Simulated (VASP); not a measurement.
Method: r2SCAN meta-GGA, VASP's PBE PAW potentials (set 64) (plane waves; VASP).

The input files of a VASP run:

### INCAR
```
! general
SYSTEM  = NiSb
PREC    = Accurate
ENCUT   = 520
LREAL   = .FALSE.   ! projection in real space or not
LASPH   = .TRUE.   ! aspherical one-centre terms

! electronic loop
EDIFF   = 1E-7
NELM    = 100
ALGO    = Normal   ! blocked Davidson
LMAXMIX = 4
LMIXTAU = .TRUE.

! smearing
ISMEAR  = 1   ! Methfessel-Paxton
SIGMA   = 0.1   ! width (eV)

! functional
METAGGA = R2SCAN

! ions
IBRION  = 2   ! conjugate gradients
NSW     = 30
ISIF    = 4   ! ions and shape, fixed volume
EDIFFG  = -0.01   ! ionic stop

! output
LWAVE   = .FALSE.
LCHARG  = .FALSE.
```

File KPOINTS:
```
Automatic mesh
0
Gamma
9 9 6
```

POSCAR:
```
NiSb
1
    2.0035527599    -3.4702553420     0.0000000000
    2.0035527599     3.4702553420     0.0000000000
    0.0000000000     0.0000000000     5.2241066417
Ni Sb
2 2
Direct
  0.0000000000   0.0000000000   0.5000000000
  0.0000000000   0.0000000000   0.0000000000
  0.3333330000   0.6666670000   0.2500000000
  0.6666670000   0.3333330000   0.7500000000
```

POTCAR, in this order: Ni Sb (PBE.64 set). Program: vasp_std.

What will the output report for the number of irreducible k-points (NKPTS), largest plane-wave count, number of space-group operations, FFT grid (NGX, NGY, NGZ)?

```
Item                                           Value
--------------------------------------  ------------
number of irreducible k-points (NKPTS)            48
largest plane-wave count                        1980
number of space-group operations                  24
FFT grid (NGX, NGY, NGZ)                30 × 30 × 40
```

The compound is NiSb in the NiAs type structure. This cell is one point of a volume scan, at 1.06 of the reference volume. Symmetry was kept, so distortions that lower it aren't found. The run is not spin-polarised, so no magnetic state was tried.
